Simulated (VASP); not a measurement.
YbRu, 2 atoms in the cell. Symmetry: Fm-3m, No. 225, cubic system. The conventional cell has a = 5.217 Å, b = 5.217 Å, c = 5.217 Å, α = 90.00°, β = 90.00°, γ = 90.00°. Around Yb (site symmetry m-3m) lie 6 Ru at 2.61 Å. Ru (site symmetry m-3m) is surrounded by 6 Yb at 2.61 Å. The cell was built by a generator and needn't be a form met in nature. The cell isn't the ideal one: species swapped into the YTe type (Fm-3m, No. 225).

- Program: VASP 6.6.1
- Task: relaxation of cell and atoms
- Functional: PBE
- Potentials or basis: VASP PAW PBE potentials, release 64 (Yb, Ru_pv)
- Cutoff: 600 eV
- k mesh: 6 × 6 × 6
- Occupations: gaussian, width 0.1 eV
- Spin: no spin polarisation
- Dipole correction: no
- Further INCAR settings: ALGO = Normal; EDIFF = 1e-06; IBRION = 2; EDIFFG = -0.04; NSW = 90; ISIF = 3

Potentials or basis: VASP PAW PBE potentials, release 64 (Yb, Ru_pv).

Launch:

```bash
$ cat potpaw_PBE.64/Yb/POTCAR potpaw_PBE.64/Ru_pv/POTCAR > POTCAR
$ mpirun -np 1 vasp_std > vasp.out
```

Hardware: 1 thread of Intel(R) Xeon(R) Platinum 8559C (Emerald Rapids), on a shared host.

Task: Estimate the wall time of this run.

Result: It took 120 s on 1 thread of Intel(R) Xeon(R) Platinum 8559C (Emerald Rapids), with other jobs on the host, peak memory 0.22 GiB. Counts: scf iterations 117, k points 16, ion steps 3.
